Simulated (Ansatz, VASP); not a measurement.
# ZnO (zincite): VASP beside Ansatz

One calculation is typed for both programs; each brings its own data sets. How far apart do they land? Of the first pair: The structure shown is the end of the Ansatz relaxation below.

Calculated with Ansatz 0.2.0; plane waves, with VASP 6.6.1 beside it; single point at LDA and relaxation of cell and atoms at LDA.

## 1. The structure

The structure is hexagonal, space group P6_3mc (No. 186). Conventional cell: a = 3.171 Å, b = 3.171 Å, c = 5.127 Å, α = 90.00°, β = 90.00°, γ = 120.00°. Nearest to Zn lie 4 O at 1.93 to 1.94 Å. O has 4 Zn at 1.93 to 1.94 Å nearest. Farther neighbours and most contacts between anions are not listed.

## 2. Ansatz: relaxation, LDA

Ansatz runs on its default PAW (the set named soft_2) files.

This run makes the geometry at which the two programs are then compared.

Contents of input.yaml:

```yaml
crystal:
  lattice:
    - [3.1708743007, 0.0, 0.0]
    - [-1.5854371503, 2.7460576966, 0.0]
    - [0.0, 0.0, 5.126814474]
  atoms:
    - { symbol: Zn, position: [0.3333333333, 0.6666666667, 0.5003164212] }
    - { symbol: Zn, position: [0.6666666667, 0.3333333333, 0.0003164212] }
    - { symbol: O, position: [0.6666666667, 0.3333333333, 0.3786935788] }
    - { symbol: O, position: [0.3333333333, 0.6666666667, 0.8786935788] }
kpoints:
  mp_grid: { grid: [9, 9, 6] }
hamiltonian:
  xc: lda
scf:
  occupations: { method: fixed }
output:
  forces: true
  stress: true
  eigenvalues: true
relax:
  adjacent_minimum: "off"
  f_tol: 0.001
  max_steps: 60
  cell: { stress_tol: 0.01, fix: [volume] }
```

Started as:

```console
ansatz run input.yaml --threads 4 --pin off --max-ram 8192MiB --backend cpu --events-out ev --progress --plain --runs-dir out
```

Numbers of over 12 decimals in the logs are rounded to 6 here.

The log of the run:

```text
Engine: ansatz 0.2.0, aarch64-unknown-linux-gnu
Pseudopotentials: kind: paw
Pseudopotential: Zn, paw, valence charge 12, recommended cutoff 420 eV (normal), Zn.paw.azcp
Pseudopotential: O, paw, valence charge 6, recommended cutoff 420 eV (normal), O.paw.azcp
Functional definition: SPW92
  exchange = slater_x
  correlation = pw_c
Crystal: 4 atoms, lattice volume = 44.641 Å³
Basis set: ecut = 420 eV, 857 PW (Γ)
Bands: 22, of which v1, the nominal top of the filled ones, is band 18 counted from 1 (17 counted from 0)
Symmetry: 12 space group operations
Space group: P63mc (ITA 186), of the structure as read, at distance tolerance 3.5e-5 Å
k-points: 48 of 486 (time reversal used)
Non-local potential: Zn, projectors of the file, l = 0: 2, l = 1: 2, l = 2: 3, l = 3: 1
Non-local potential: O, projectors of the file, l = 0: 2, l = 1: 2, l = 2: 1
PAW form: soft (Blöchl's): semilocal exchange-correlation on the pseudo side does not see the compensation charge
PAW frozen core: Zn, regenerated for the run's functional, and the local potential with it (the file was generated under x = pbe(κ = 0.804, μ = 0.219515), c = pbe(β = 0.066725))
PAW frozen core: O, regenerated for the run's functional, and the local potential with it (the file was generated under x = pbe(κ = 0.804, μ = 0.219515), c = pbe(β = 0.066725))
PAW one-centre angular grid: Zn, 590 points (default); XC on 64 Gauss nodes
PAW one-centre angular grid: O, 110 points (default); XC on 64 Gauss nodes
Initial density: superposition of atomic densities (neutral atoms: chi_scale 0, normalization atom), corrected by the library's trained network
Initial wavefunctions: pseudopotential atomic-orbital guess
Functional: x = slater, c = lda
SCF iter   1: F=—  HF=-7603.968681 eV  |F-HF|=—  |Δ(HF+E_count)|=         —  Δρ=1.84e-2  dr2=1.25e-1  ethr=1.77e-3  ⟨swp⟩=5.1  Hψ=4276  notcnv=0  defer=87
preconditioner: auto → Resta (q_TF=auto, 2.632 Å⁻¹)  ε∞=7.6  [insulator: Δε(μ)=0.654 eV  Ē_g=12.959 eV  n_scr=22 (ndim 8)  ℏωp=33.3 eV  f_vac=0.026  ε∞_Penn≈7.6]
SCF iter   2: F=—  HF=-7603.935605 eV  |F-HF|=—  |Δ(HF+E_count)|=   3.31e-2  Δρ=3.65e-3  dr2=2.60e-3  ethr=3.47e-4  ⟨swp⟩=3.0  Hψ=2405  notcnv=0  defer=91
SCF iter   3: F=—  HF=-7603.934886 eV  |F-HF|=—  |Δ(HF+E_count)|=   7.19e-4  Δρ=2.12e-3  dr2=1.08e-3  ethr=7.22e-6  ⟨swp⟩=2.0  Hψ=1155  notcnv=0  defer=93
SCF iter   4: F=—  HF=-7603.934643 eV  |F-HF|=—  |Δ(HF+E_count)|=   2.43e-4  Δρ=8.27e-4  dr2=1.78e-4  ethr=3.00e-6  ⟨swp⟩=2.0  Hψ=1875  notcnv=0  defer=93
SCF iter   5: F=—  HF=-7603.934533 eV  |F-HF|=—  |Δ(HF+E_count)|=   1.11e-4  Δρ=1.97e-4  dr2=1.24e-5  ethr=4.95e-7  ⟨swp⟩=2.0  Hψ=1882  notcnv=0  defer=84
SCF iter   6: F=—  HF=-7603.934537 eV  |F-HF|=—  |Δ(HF+E_count)|=   3.88e-6  Δρ=2.57e-5  dr2=2.14e-7  ethr=3.45e-8  ⟨swp⟩=3.0  Hψ=1980  notcnv=0
SCF iter   7: F=-7603.934537 eV  HF=-7603.934537 eV  |F-HF|=1.82e-8  |Δ(HF+E_count)|=   6.34e-8  Δρ=8.38e-6  dr2=2.98e-8  ethr=2.78e-10  ⟨swp⟩=5.4  Hψ=4752  notcnv=0
SCF 1 converged in 7 iterations: F = -7603.934537 eV  dr2 = 2.98e-8
  greatest PAW one-centre occupation: 0.987 electrons in one spin orbital (limit 2), on the Zn atom at site 0 (counted from 0), in its partial waves of l = 2
relax step   1: F+E_penalty+E_count = -7603.93453658 eV  Δ(F+E_penalty+E_count) = +0.000e0 eV  max|allowed force component| = 7.807e-4 eV/Å  Δτ_max = 0.0000 Å  P = +2.519 GPa  Ω = 44.641 Å³  fix = [volume]  reactions: volume +2.519 GPa  (7 SCF iters, dr2 threshold 1.00e-7 eV, accepted)
Initial density: handed on by an earlier stage of this run
Initial wavefunctions: pseudopotential atomic-orbital guess (no wavefunctions were taken with the density)
iter 1 solved again at ethr=1.89e-7 eV; its pass at ethr=3.10e-3 eV (dr2=6.82e-5 eV) is discarded
SCF iter   1: F=—  HF=-7603.934537 eV  |F-HF|=—  |Δ(HF+E_count)|=         —  Δρ=8.68e-6  dr2=3.19e-8  ethr=1.89e-7  ⟨swp⟩=3.1  Hψ=6938  notcnv=0  defer=92
eigensolver tolerance schedule: the retry pair's looser diagonalisation over-reported the residual by 2137.80 of it (diagonalisation noise at 0.15 of the residual, at the tolerance the schedule requests for it); recorded, not acted on — ethr = c·dr2/N_el stays at c = 1.0e-1
preconditioner: auto → Resta (q_TF=auto, 2.632 Å⁻¹)  ε∞=7.6  [insulator: Δε(μ)=0.824 eV  Ē_g=13.022 eV  n_scr=22 (ndim 8)  ℏωp=33.3 eV  f_vac=0.023  ε∞_Penn≈7.6]
SCF iter   2: F=—  HF=-7603.934537 eV  |F-HF|=—  |Δ(HF+E_count)|=   6.95e-8  Δρ=5.78e-6  dr2=1.60e-8  ethr=8.86e-11  ⟨swp⟩=2.1  Hψ=1865  notcnv=0  defer=17
SCF iter   3: F=—  HF=-7603.934537 eV  |F-HF|=—  |Δ(HF+E_count)|=   6.18e-9  Δρ=2.43e-6  dr2=2.17e-9  ethr=4.45e-11  ⟨swp⟩=2.1  Hψ=1882  notcnv=0  defer=17
SCF iter   4: F=—  HF=-7603.934537 eV  |F-HF|=—  |Δ(HF+E_count)|=  1.98e-10  Δρ=9.93e-7  dr2=3.28e-10  ethr=6.03e-12  ⟨swp⟩=2.5  Hψ=1872  notcnv=0  defer=17
SCF iter   5: F=—  HF=-7603.934537 eV  |F-HF|=—  |Δ(HF+E_count)|=  2.06e-10  Δρ=4.62e-7  dr2=6.97e-11  ethr=1.00e-12  ⟨swp⟩=2.0  Hψ=1823  notcnv=0  defer=17
SCF iter   6: F=—  HF=-7603.934537 eV  |F-HF|=—  |Δ(HF+E_count)|=  5.00e-11  Δρ=2.69e-7  dr2=2.44e-11  ethr=1.00e-12  ⟨swp⟩=2.0  Hψ=1810  notcnv=0  defer=17
SCF iter   7: F=-7603.934537 eV  HF=-7603.934537 eV  |F-HF|=0.00e0  |Δ(HF+E_count)|=  6.37e-12  Δρ=5.47e-8  dr2=1.48e-12  ethr=1.00e-12  ⟨swp⟩=6.1  Hψ=5773  notcnv=0
SCF 2 converged in 7 iterations: F = -7603.934537 eV  dr2 = 1.48e-12
relax step   2: F+E_penalty+E_count = -7603.93453658 eV  Δ(F+E_penalty+E_count) = -1.439e-9 eV  max|allowed force component| = 7.768e-4 eV/Å  Δτ_max = 0.0000 Å  P = +2.520 GPa  Ω = 44.641 Å³  fix = [volume]  reactions: volume +2.520 GPa  stress off target by 7.42e-5 GPa on what of the cell is left free  SCF on the basis re-selected at this cell (its energy is not comparable with the rows above)  (7 SCF iters)
basis re-selected at this cell: Δ(F+E_penalty+E_count) = -1.439e-9 eV, ΔP = +0.000 GPa vs the last step (what re-selecting the basis moved, of the pressure what is left beyond the Pulay correction that the steps carried, after the strain that the cell walked since its last selection, with what the two solves' SCF thresholds leave and, on support functions, any second-order correction that the steps lacked; it is no m [...]
SCF converged after 7 iterations
Free energy (F): -7603.934537 eV
Harris-Foulkes:  -7603.934537 eV  (|F-HF|=0.00e0)
Internal energy: -7603.934537 eV  (E = F + TS)
E sigma→0 (E₀):  -7603.934537 eV
Fermi energy:    7.779941 eV
--- Per-component energies (eV) ---
  E_band       = 76.413542
  E_kinetic    = 613.079428
  E_local      = -3910.017816  (includes V_loc(G=0)·N_el)
  E_nonlocal   = 1344.403352
  E_hartree    = 1601.886416
  E_xc         = -415.077182
  E_vxc        = -292.385597  (∫ρ·V_xc dr)
  E_paw        = -3814.651805  (= ΣΔE_a)
  E_vpaw       = -882.443003  (= ΣTr[D̂ρ^β])
  E_aug_tail   = 0.004390  (compensation charges beyond the density's cutoff)
  E_ewald      = -3026.869445
  E_core_change = 3.308126  (= ΣΔE_core)
  E_smearing   = -0.000000  (= −TS)
  E_closure    = -0.000000  (closes the sum)
  Σ components = -7603.934537   (vs F -7603.934537, Δ=0.00e0)
--- Forces (eV/Å), atoms counted from 1 ---
  atom   1  Zn    -0.00000000    -0.00000000     0.00075975
  atom   2  Zn     0.00000000     0.00000000     0.00075975
  atom   3  O     -0.00000000     0.00000000    -0.00079388
  atom   4  O      0.00000000    -0.00000000    -0.00079388
  max |Σ_I F_I| component: 6.83e-5 eV/Å
--- Stress (GPa, compression-positive) ---
        2.519589      -0.000000       0.000000
        0.000000       2.519589       0.000000
        0.000000       0.000000       2.519700
  P = ⅓ Tr σ = 2.5196 GPa (25.196 kbar)
--- Band table (eV; the first three rows and the last of 48) ---
  k-point 0: bands = [... 14 lower, 6.9017, 7.6690, 7.7799, 7.7799, 8.6039, 13.1285, 16.0226, 20.8480]
  k-point 1: bands = [... 14 lower, 6.9612, 7.1099, 7.7217, 7.7217, 9.2482, 12.8789, 16.2397, 20.8504]
  k-point 2: bands = [... 14 lower, 7.1238, 7.1238, 7.5630, 7.5630, 10.2657, 12.2189, 16.8661, 19.3145]
  k-point 47: bands = [... 14 lower, 4.8484, 4.8484, 6.3757, 6.3757, 15.7190, 15.7190, 15.9286, 15.9286]
--- Relaxed structure (1 steps of the walk, 1 accepted, 1 SCFs on fresh bases) ---
  F+E_penalty+E_count = -7603.93453658 eV   max|allowed force component| = 7.768e-4 eV/Å   (the final SCF, on the basis selected at the relaxed cell)
  cell:  # Å, volume = 44.6412 Å³
    - [3.170874, -2.8867617931716448e-11, 0.0]
    - [-1.585437, 2.746058, 0.0]
    - [0.0, 0.0, 5.126814474]
  atoms:
    - { symbol: Zn, position: [0.333333, 0.666667, 0.500316] }
    - { symbol: Zn, position: [0.666667, 0.333333, 0.000316421] }
    - { symbol: O, position: [0.666667, 0.333333, 0.378694] }
    - { symbol: O, position: [0.333333, 0.666667, 0.878694] }
```

## 3. VASP: single point, LDA, pair 1

The same cell, functional (in two slightly different forms) and mesh now go to VASP, with its own data sets.

Lines of VASP's logs that name or quote its potential files are left out, and so is its time.

Contents of INCAR:

```
SYSTEM = ZnO
PREC = Accurate
ENCUT = 600
EDIFF = 1E-06
NELM = 120
ISMEAR = 0
SIGMA = 0.01
LREAL = .FALSE.
ALGO = Normal
GGA = PW92
NBANDS = 24
LORBIT = 11
LWAVE = .FALSE.
LCHARG = .FALSE.
ISIF = 2
LASPH = .TRUE.
GGA_COMPAT = .FALSE.
EFERMI = MIDGAP
KPAR = 2
```

Contents of POSCAR:

```
ZnO
1.0
    3.1708743007      0.0000000000      0.0000000000
   -1.5854371503      2.7460576966      0.0000000000
    0.0000000000      0.0000000000      5.1268144740
Zn O
2 2
Direct
    0.3333333334      0.6666666668      0.5003164212
    0.6666666668      0.3333333334      0.0003164212
    0.6666666668      0.3333333334      0.3786935788
    0.3333333334      0.6666666668      0.8786935788
```

Contents of KPOINTS:

```
Automatic mesh
0
Gamma
9 9 6
0 0 0
```

Potentials, in the order of the species: Zn and O (LDA family, release 64).

Started as:

```console
mpirun -np 2 vasp_std
```

The log of the run:

```text
[banner, memory and clock lines left out]
running    2 mpi-ranks, on    1 nodes
 distrk:  each k-point on    1 cores,    2 groups
 distr:  one band on    1 cores,    1 groups

 POSCAR found type information on POSCAR ZnO
 POSCAR found :  2 types and       4 ions
|                                                                             |
|               ----> ADVICE to this user running VASP <----                  |
|                                                                             |
|     You enforced a specific xc type in the INCAR file but a different       |
|     [... a line on the potential file left out ...]
|     I HOPE YOU KNOW WHAT YOU ARE DOING!                                     |
|                                                                             |

 LDA part: xc-table for (Slater(with rela. corr.)+PW92), standard interpolation
 POSCAR, INCAR and KPOINTS ok, starting setup
 FFT: planning ... GRIDC
 FFT: planning ... GRID_SOFT
 FFT: planning ... GRID
 WAVECAR not read
 entering main loop
       N       E                     dE             d eps       ncg     rms          rms(c)
DAV:   1     0.303738578478E+03    0.30374E+03   -0.20369E+04  2336   0.248E+03
DAV:   2     0.605756977754E+01   -0.29768E+03   -0.28090E+03  2472   0.462E+02
DAV:   3    -0.237719783413E+02   -0.29830E+02   -0.29585E+02  2640   0.150E+02
DAV:   4    -0.242683442784E+02   -0.49637E+00   -0.49607E+00  2632   0.201E+01
DAV:   5    -0.242713982596E+02   -0.30540E-02   -0.30539E-02  2656   0.153E+00    0.160E+01
DAV:   6    -0.210829183819E+02    0.31885E+01   -0.82164E+00  3896   0.655E+01    0.103E+01
DAV:   7    -0.212248074476E+02   -0.14189E+00   -0.25441E+00  2368   0.176E+01    0.599E+00
DAV:   8    -0.212140641615E+02    0.10743E-01   -0.63775E-01  3176   0.760E+00    0.167E+00
DAV:   9    -0.211614274702E+02    0.52637E-01   -0.12707E-01  3528   0.711E+00    0.322E-01
DAV:  10    -0.211639597061E+02   -0.25322E-02   -0.40958E-02  2328   0.145E+00    0.111E-01
DAV:  11    -0.211638277132E+02    0.13199E-03   -0.74465E-04  2864   0.243E-01    0.241E-02
DAV:  12    -0.211638349554E+02   -0.72422E-05   -0.35298E-05  2480   0.587E-02    0.129E-02
DAV:  13    -0.211638352961E+02   -0.34079E-06   -0.13485E-06  1960   0.383E-02
   1 F= -.21163835E+02 E0= -.21163835E+02  d E =0.000000E+00
```

OUTCAR, selected parts (step 3):

```text
ion  position               nearest neighbor table
   1  0.333  0.667  0.500-   3 1.93   3 1.93   3 1.93   4 1.94
   2  0.667  0.333  0.000-   4 1.93   4 1.93   4 1.93   3 1.94
   3  0.667  0.333  0.379-   1 1.93   1 1.93   1 1.93   2 1.94
   4  0.333  0.667  0.879-   2 1.93   2 1.93   2 1.93   1 1.94

  LATTYP: Found a hexagonal cell.
 ALAT       =     3.1708743007
 C/A-ratio  =     1.6168456986

 Subroutine GETGRP returns: Found 12 space group operations
 (whereof  6 operations were pure point group operations)

The static configuration has the point symmetry C_3v.
 The point group associated with its full space group is C_6v.

 Found     48 irreducible k-points:

   k-points           NKPTS =     48   k-points in BZ     NKDIM =     48   number of bands    NBANDS=     24

   dimension x,y,z NGX =    28 NGY =   28 NGZ =   42
   dimension x,y,z NGXF=    56 NGYF=   56 NGZF=   84

   ENCUT  =  600.0 eV  44.10 Ry    6.64 a.u.   6.33  6.33 10.24*2*pi/ulx,y,z

   NELECT =      36.0000    total number of electrons

 k-points in reciprocal lattice and weights: Automatic mesh
   0.00000000  0.00000000  0.00000000       0.002
   0.11111111  0.00000000  0.00000000       0.012
   0.22222222  0.00000000  0.00000000       0.012
   0.33333333  0.00000000  0.00000000       0.012
   0.44444444  0.00000000  0.00000000       0.012
   0.11111111  0.11111111  0.00000000       0.012
   0.22222222  0.11111111  0.00000000       0.025
   0.33333333  0.11111111  0.00000000       0.025
   0.44444444  0.11111111  0.00000000       0.012
[...]
0.33333333  0.22222222  0.50000000       0.025
   0.33333333  0.33333333  0.50000000       0.004

 average (electrostatic) potential at core
       1 -36.5718       2 -36.5718       3 -73.9414       4 -73.9414

 E-fermi :   1.9199

 k-point     1 :       0.0000    0.0000    0.0000
  band No.  band energies     occupation
    ...
     14       0.6200      2.00000
     15       0.6200      2.00000
     16       1.3903      2.00000
     17       1.5003      2.00000
     18       1.5003      2.00000
     19       2.3395      0.00000
     20       6.8582      0.00000
     21       9.7562      0.00000
     22      14.5508      0.00000
     23      14.5508      0.00000
    ...

 k-point     2 :       0.1111    0.0000    0.0000
  band No.  band energies     occupation
    ...
     14       0.1472      2.00000
     15       0.4402      2.00000
     16       0.8017      2.00000
     17       1.3007      2.00000
     18       1.4038      2.00000
     19       3.1986      0.00000
     20       7.3897      0.00000
     21       9.7361      0.00000
     22      13.3123      0.00000
     23      14.6847      0.00000
    ...

 k-point     3 :       0.2222    0.0000    0.0000
  band No.  band energies     occupation
    ...
     14      -0.9064      2.00000
     15      -0.0537      2.00000
     16      -0.0146      2.00000
     17       1.0224      2.00000
     18       1.1456      2.00000
     19       4.4934      0.00000
     20       8.4984      0.00000
     21       9.6520      0.00000
     22      11.5776      0.00000
     23      13.6043      0.00000
    ...

  Total        0.9575603      0.9575603      0.9578258      0.0000000      0.0000000      0.0000000
  in kB       34.3669041     34.3669041     34.3764360      0.0000000      0.0000000      0.0000000
  external PRESSURE =      34.3700814 kB  Pullay stress =       0.0000000 kB

  energy-cutoff  :      600.00
  volume of cell :       44.64
      direct lattice vectors                 reciprocal lattice vectors
     3.170874301  0.000000000  0.000000000     0.315370433  0.182079204  0.000000000
    -1.585437150  2.746057697  0.000000000     0.000000000  0.364158408  0.000000000
     0.000000000  0.000000000  5.126814474     0.000000000  0.000000000  0.195052894

 POSITION                                       TOTAL-FORCE (eV/Angst)
 -----------------------------------------------------------------------------------
      0.00000      1.83071      2.56503         0.000000      0.000000      0.002167
      1.58544      0.91535      0.00162         0.000000      0.000000      0.002167
      1.58544      0.91535      1.94149        -0.000000     -0.000000     -0.002167
      0.00000      1.83071      4.50490        -0.000000      0.000000     -0.002167
 -----------------------------------------------------------------------------------
    total drift:                               -0.000000     -0.000001     -0.000383

  FREE ENERGIE OF THE ION-ELECTRON SYSTEM (eV)
  ---------------------------------------------------
  free  energy   TOTEN  =       -21.1638352961 eV

  energy  without entropy=      -21.1638352961  energy(sigma->0) =      -21.16383530

 total charge
# of ion       s       p       d       tot
------------------------------------------
    1        0.486   0.561   9.927  10.974
    2        0.486   0.561   9.927  10.974
    3        1.533   3.475   0.000   5.008
    4        1.533   3.475   0.000   5.008
--------------------------------------------------
tot          4.038   8.072  19.854  31.964

[... 3 further parts left out ...]
```

The run ends at a pressure of 3.44 GPa, with forces up to 0.0022 eV/Å.

## 4. Side by side

Known differences besides the potentials themselves: fixed occupations in Ansatz, narrow Gaussian smearing in VASP; the cutoff is 420 eV in Ansatz and 600 eV in VASP; VASP's log shows a relativistic correction to its local exchange, Ansatz's none; Ansatz's pressure holds a Pulay correction, VASP's none. Total energies have different zeros and are not compared.

Compared:

```
              quantity  Ansatz   VASP  difference
        pressure (GPa)    2.52   3.44       -0.92
gap on the k mesh (eV)   0.824  0.839      -0.015
```

A gap on the mesh is an upper bound, since the band edges may lie between its points.

## 5. Ansatz: relaxation of cell and atoms, LDA

The relaxed volume is the usual yardstick between codes: in a stiff, nearly cubic crystal its relative difference is about their pressure difference at one cell divided by the bulk modulus.

The cell is taken from a series of runs on this material, whose earlier steps may have relaxed, scaled, displaced or heated it; both programs get it as it stands.

input.yaml, the sections that differ from step 2:

```yaml
crystal:
  lattice:
    - [3.1868518998, 0.0, 0.0]
    - [-1.5934259499, 2.7598947034, 0.0]
    - [0.0, 0.0, 5.15341315]
  atoms:
    - { symbol: Zn, position: [0.3333333333, 0.6666666667, 0.5003362553] }
    - { symbol: Zn, position: [0.6666666667, 0.3333333333, 0.0003362553] }
    - { symbol: O, position: [0.6666666667, 0.3333333333, 0.3786737447] }
    - { symbol: O, position: [0.3333333333, 0.6666666667, 0.8786737447] }
relax:
  adjacent_minimum: "off"
  f_tol: 0.001
  max_steps: 60
  cell: { stress_tol: 0.01 }
# kpoints, hamiltonian, scf, output: as in step 2
```

Started as:

```console
ansatz run input.yaml --threads 4 --pin off --max-ram 8192MiB --backend cpu --events-out ev --progress --plain --runs-dir out
```

The log of the run:

```text
[...]
Crystal: 4 atoms, lattice volume = 45.326 Å³
Basis set: ecut = 420 eV, 881 PW (Γ)
Bands: 22, of which v1, the nominal top of the filled ones, is band 18 counted from 1 (17 counted from 0)
Symmetry: 12 space group operations
[...]
k-points: 48 of 486 (time reversal used)
[...]
--- Relaxed structure (3 steps of the walk, 3 accepted, 1 SCFs on fresh bases) ---
[...]
cell:  # Å, volume = 45.3211 Å³
    - [3.186889, 0.0, 0]
    - [-1.593445, 2.759927, 0]
    - [0, 0.0, 5.152708]
  atoms:
    - { symbol: Zn, position: [0.333333, 0.666667, 0.500316] }
    - { symbol: Zn, position: [0.666667, 0.333333, 0.000316421] }
    - { symbol: O, position: [0.666667, 0.333333, 0.378694] }
    - { symbol: O, position: [0.333333, 0.666667, 0.878694] }
[key lines of the parts left out:]
SCF converged after 6 iterations
Free energy (F): -7603.939765 eV
Fermi energy:    7.536280 eV
P = ⅓ Tr σ = -0.0001 GPa (-0.001 kbar)
```

[end of part 1 of 2]

[Lines on the potential files, build, host, timing and source positions are cut from VASP's logs without a mark.]

[Logs are printed without paths, hosts, clocks, repeated set-up lines and the standing remarks that a program may print on its own settings, such as how far it seeks lower states.]

[Hosts, paths, dates, database ids (printed as entryN), source tags and the programs' standing remarks are cut or masked in the printed files.]
